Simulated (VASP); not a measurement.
Write the native input for VASP 6.6.1 that does the following.

* Task: relaxation of cell and atoms
* Functional: PBE
* Potentials or basis: VASP PAW PBE potentials, release 64 (Sb, Te, O)
* Cutoff: 520 eV
* k mesh: 10 × 10 × 10
* Occupations: gaussian, width 0.1 eV
* Spin: no spin polarisation
* Further INCAR settings: ALGO = Normal; EDIFF = 1e-06; IBRION = 2; EDIFFG = -0.01; NSW = 90; ISIF = 3

The structure of Sb2Te4O lies in POSCAR:

```
Sb2Te4O
1.0
   -2.2860000000      2.2860000000     11.3820000000
    2.2860000000     -2.2860000000     11.3820000000
    2.2860000000      2.2860000000    -11.3820000000
Sb Te O
2 4 1
Direct
    0.5000000000      0.0000000000      0.5000000000
    0.0000000000      0.5000000000      0.5000000000
    0.2500000000      0.7500000000      0.5000000000
    0.7500000000      0.2500000000      0.5000000000
    0.4057722700      0.4057722700      0.0000000000
    0.5942277300      0.5942277300      0.0000000000
    0.0000000000      0.0000000000      0.0000000000
```

The cell was built by a generator and needn't be a form met in nature.

One way to write it, as run:

INCAR

```
PREC     = Accurate       # precision mode
ENCUT    = 520            # plane-wave cutoff, eV
EDIFF    = 1E-6           # SCF threshold, eV
ISMEAR   = 0              # smearing method
SIGMA    = 0.1            # smearing width, eV
LREAL    = F              # projectors in reciprocal space
LASPH    = T              # aspherical terms in the spheres
NELM     = 120            # most SCF steps
ALGO     = Normal         # electronic algorithm
ISIF     = 3              # what is computed and relaxed
LWAVE    = F              # write WAVECAR
LCHARG   = F              # write CHGCAR
GGA      = PE             # functional
IBRION   = 2              # ionic algorithm
NSW      = 90             # ionic steps
EDIFFG   = -0.01          # ionic threshold
KPAR     = 8
```

KPOINTS

```
Automatic mesh
0
Gamma
  10 10 10
```

Potentials or basis: VASP PAW PBE potentials, release 64 (Sb, Te, O).

Command:

```sh
$ cat potpaw_PBE.64/Sb/POTCAR potpaw_PBE.64/Te/POTCAR potpaw_PBE.64/O/POTCAR > POTCAR
$ mpirun -np 8 vasp_std > vasp.out
```

It gave:

```
Relaxed volume                         : 32.58 Å³/atom
Relaxed cell                           : a = 11.372 Å, b = 11.372 Å, c = 11.372 Å, α = 156.80°, β = 156.80°, γ = 33.04°
Space group after relaxing (to 0.05 Å) : I4/mmm (No. 139)
Energy gained by relaxing              : 1.6 meV/atom
Ionic steps                            : 17
Pressure after relaxing                : 0.0 GPa
Largest force after relaxing           : 0.006 eV/Å
Band gap on the k mesh                 : none (metal or under the smearing width)
```

It took 71 min on 8 MPI ranks on Intel(R) Xeon(R) 6975P-C (Granite Rapids), on a shared host, peak memory 1.9 GiB a rank.
